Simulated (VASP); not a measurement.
All values below come from PBE GGA, VASP's PBE PAW potentials (set 64) (plane waves; VASP 6.6.1).

The input files of a VASP run:

File POSCAR:
```
CdSe
1.0
  4.3853727937   0.0000000000   0.0000000000
 -2.1926863969   3.7978438879   0.0000000000
  0.0000000000   0.0000000000   7.1412267061
Cd Se
2 2
Direct
  0.6666670000   0.3333330000   0.5000546252
  0.3333330000   0.6666670000   0.0000546252
  0.6666670000   0.3333330000   0.8758053748
  0.3333330000   0.6666670000   0.3758053748
```

File KPOINTS:
```
Automatic mesh
0
Gamma
5 5 3
0 0 0
```

### INCAR
```
SYSTEM=CdSe
PREC=Accurate; ENCUT=400; LREAL=.FALSE.
LASPH=.TRUE.
EDIFF=1E-6; NELM=100; ALGO=Normal
LMAXMIX=4
ISMEAR=0; SIGMA=0.05
GGA=PE
IBRION=2; NSW=60; ISIF=3
EDIFFG=-0.02
LWAVE=.FALSE.; LCHARG=.FALSE.
```

POTCAR, in this order: Cd Se (PBE.64 set). Program: vasp_std.

The resulting files:

OSZICAR:
```
       N       E                     dE             d eps       ncg     rms          rms(c)
DAV:   1     0.219384078909E+03    0.21938E+03   -0.15099E+04   440   0.120E+03
DAV:   2     0.123254716215E+00   -0.21926E+03   -0.21601E+03   494   0.318E+02
DAV:   3    -0.116545809466E+02   -0.11778E+02   -0.11737E+02   536   0.762E+01
DAV:   4    -0.117508848261E+02   -0.96304E-01   -0.96270E-01   488   0.663E+00
DAV:   5    -0.117517307965E+02   -0.84597E-03   -0.84594E-03   548   0.573E-01    0.823E+00
DAV:   6    -0.110074862343E+02    0.74424E+00   -0.16911E+00   518   0.124E+01    0.649E+00
DAV:   7    -0.109750320590E+02    0.32454E-01   -0.57313E-01   476   0.413E+00    0.261E+00
DAV:   8    -0.109738952640E+02    0.11368E-02   -0.60852E-02   470   0.269E+00    0.360E-01
DAV:   9    -0.109737487579E+02    0.14651E-03   -0.94844E-03   512   0.121E+00    0.118E-01
DAV:  10    -0.109739030902E+02   -0.15433E-03   -0.10226E-03   476   0.376E-01    0.791E-02
DAV:  11    -0.109740277010E+02   -0.12461E-03   -0.31062E-04   488   0.119E-01    0.231E-02
DAV:  12    -0.109739989614E+02    0.28740E-04   -0.13791E-04   524   0.118E-01    0.771E-03
DAV:  13    -0.109740025819E+02   -0.36205E-05   -0.18489E-05   446   0.269E-02    0.823E-03
DAV:  14    -0.109740022696E+02    0.31230E-06   -0.10859E-06   388   0.609E-03
   1 F= -.10974002E+02 E0= -.10974002E+02  d E =-.109740E+02
       N       E                     dE             d eps       ncg     rms          rms(c)
DAV:   1    -0.109754640231E+02   -0.14614E-02   -0.43011E-02   440   0.196E+00    0.274E-01
DAV:   2    -0.109742658766E+02    0.11981E-02   -0.35302E-03   494   0.717E-01    0.950E-02
DAV:   3    -0.109741092662E+02    0.15661E-03   -0.36308E-04   476   0.156E-01    0.781E-02
DAV:   4    -0.109740825266E+02    0.26740E-04   -0.55583E-05   500   0.555E-02    0.125E-02
DAV:   5    -0.109740821698E+02    0.35672E-06   -0.12676E-05   464   0.400E-02    0.665E-03
DAV:   6    -0.109740825172E+02   -0.34741E-06   -0.13832E-06   226   0.122E-02
   2 F= -.10974083E+02 E0= -.10974083E+02  d E =-.802477E-04
```

File OUTCAR:
```
------------------------ aborting loop because EDIFF is reached ----------------------------------------
  FORCE on cell =-STRESS in cart. coord.  units (eV):
  Direction    XX          YY          ZZ          XY          YZ          ZX
  --------------------------------------------------------------------------------------
  Total        0.0155668      0.0155668      0.0243953     -0.0000000      0.0000000      0.0000000
  in kB        0.2100954      0.2100954      0.3292486     -0.0000000      0.0000000      0.0000000
  external PRESSURE =       0.2498131 kB  Pullay stress =       0.0000000 kB
  volume of cell :      118.71
      direct lattice vectors                 reciprocal lattice vectors
     4.380958367  0.000000000  0.000000000     0.228260558  0.131786307 -0.000000000
    -2.190479184  3.794020883  0.000000000    -0.000000000  0.263572614 -0.000000000
     0.000000000  0.000000000  7.142066175     0.000000000  0.000000000  0.140015505
  FREE ENERGIE OF THE ION-ELECTRON SYSTEM (eV)
  ---------------------------------------------------
  free  energy   TOTEN  =       -10.9740825172 eV

  energy  without entropy=      -10.9740825172  energy(sigma->0) =      -10.97408252

 reached required accuracy - stopping structural energy minimisation
```
(Selected blocks of OUTCAR.)

File CONTCAR:
```
CdSe
   1.00000000000000
     4.3809583669349195    0.0000000000000581    0.0000000000000000
    -2.1904791835173594    3.7940208832548792    0.0000000000000000
     0.0000000000000000    0.0000000000000000    7.1420661752030856
  Cd              Se
     2     2
Direct
     0.6666669999999968    0.3333330000000032    0.4999869962403561
     0.3333330000000032    0.6666669999999968    0.9999869962403561
     0.6666669999999968    0.3333330000000032    0.8758730037596468
     0.3333330000000032    0.6666669999999968    0.3758730037596469
```

The structure comes from a computed database's CdSe entry (P6_3mc); how it stands against other phases isn't given here. This run relaxes it. Symmetry was kept, so distortions that lower it aren't found. The start is the result of an earlier pass.
